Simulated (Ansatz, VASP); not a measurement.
LiCuAuO2: VASP beside Ansatz

The input INCAR:

```
SYSTEM = LiCuAuO2
PREC = Accurate ; ENCUT = 520
EDIFF = 1E-7 ; ISMEAR = -1
SIGMA = 0.05 ; LREAL = .FALSE.
LASPH = .TRUE. ; NELM = 60
ALGO = Normal ; ISIF = 2
LWAVE = .FALSE. ; LCHARG = .FALSE.
GGA = PE ; NBANDS = 26
```

The input KPOINTS:

```
regular mesh
0
G
  9 9 4
  0 0 0
```

The input POSCAR:

```
LiCuAuO2
1.0
    2.8161570653     -1.6447820191      0.0000000000
    2.8161570653      1.6447820191      0.0000000000
   -2.0241049714      0.0000000000      7.2386606551
Au Cu O Li
1 1 2 1
Direct
    0.9837460000      0.9837460000      0.9482990000
    0.5381130000      0.5381130000      0.6386720000
    0.8780830000      0.8780830000      0.6511660000
    0.0804940000      0.0804940000      0.2214780000
    0.4258140000      0.4258140000      0.2487190000
```

input.yaml

```yaml
crystal:
  lattice:
    - [2.8161570653, -1.6447820191, 0.0]
    - [2.8161570653, 1.6447820191, 0.0]
    - [-2.0241049714, 0.0, 7.2386606551]
  atoms:
    - { symbol: Au, position: [0.983746, 0.983746, 0.948299] }
    - { symbol: Cu, position: [0.538113, 0.538113, 0.638672] }
    - { symbol: O, position: [0.878083, 0.878083, 0.651166] }
    - { symbol: O, position: [0.080494, 0.080494, 0.221478] }
    - { symbol: Li, position: [0.425814, 0.425814, 0.248719] }
hamiltonian:
  xc: pbe
  pseudopotentials: { kind: paw }
kpoints:
  mp_grid: { grid: [9, 9, 4] }
scf:
  occupations: { method: fermi_dirac, width: 0.05 }
output:
  forces: true
  stress: true
  eigenvalues: true
```

Change from the starting cell: volume scaled by 0.98.

Alike in both runs: task single point; functional PBE; k mesh 9 × 9 × 4; occupations fermi-dirac, width 0.05 eV; no spin polarisation.

|  | VASP | Ansatz |
| --- | --- | --- |
| version | VASP 6.6.1 | Ansatz 0.2.0 |
| potentials or method | VASP PAW PBE potentials, release 64 (Au, Cu, O, Li_sv) | Ansatz PAW |
| plane-wave cutoff (eV) | 520 | 420 |
| valence electrons in the cell | 37 | 53 |

|  | VASP | Ansatz | Ansatz less VASP |
| --- | --- | --- | --- |
| gap on the k mesh at the Fermi level (eV) | none | none | - |
| rms of the force components (eV/Å) | 0.016 | 0.032 | +0.0153 |

Atom by atom the forces differ by 0.027 eV/Å (rms over components). A gap of «none» marks a metal or a gap that the smearing closes. The two sets of potentials don't hold the same shells in valence.

Caveats: an odd number of electrons without spin polarisation forces a metal; a magnetic or distorted state may lie lower; the run has no spin polarisation, though such a crystal can be magnetic; semilocal functionals often make such compounds metallic where correlation or magnetic order opens a gap, which also shifts bond lengths. Spin-orbit coupling is left out, which matters for the levels of Au.
